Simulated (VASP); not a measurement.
Cost and result of VASP (PAW) for the lattice constant a of KTaO₃ (cubic perovskite). Static lattice. The cost counts the five points of the equation of state, each on the mesh and cut-off of its row, so the ratios hold those differences too. With PBE it took about 90 core-seconds. Times come from single runs on busy shared machines, so they are rough: good to a factor of about 2.

```json
[
 {"level": "LDA", "k-mesh": "6×6×6", "cut-off (eV)": "520", "lattice constant a (Å)": "3.961", "cost over PBE": "within a factor of 2"},
 {"level": "PBE", "k-mesh": "6×6×6", "cut-off (eV)": "520", "lattice constant a (Å)": "4.030", "cost over PBE": "reference"},
 {"level": "PBEsol", "k-mesh": "6×6×6", "cut-off (eV)": "520", "lattice constant a (Å)": "3.991", "cost over PBE": "within a factor of 2"},
 {"level": "r2SCAN", "k-mesh": "6×6×6", "cut-off (eV)": "520", "lattice constant a (Å)": "3.997", "cost over PBE": "about 6 times"},
 {"level": "SCAN", "k-mesh": "6×6×6", "cut-off (eV)": "520", "lattice constant a (Å)": "(withheld)", "cost over PBE": "(withheld)"}
]
```

### Question
Fill in the missing entries.

### Answer

- SCAN, lattice constant a (Å): 3.985
- SCAN, cost over PBE: about 7 times

Left out are levels that failed, ran on another kind of processor or have no fit band path; at most nine are shown.

The compound is KTaO3 in the cubic perovskite structure.
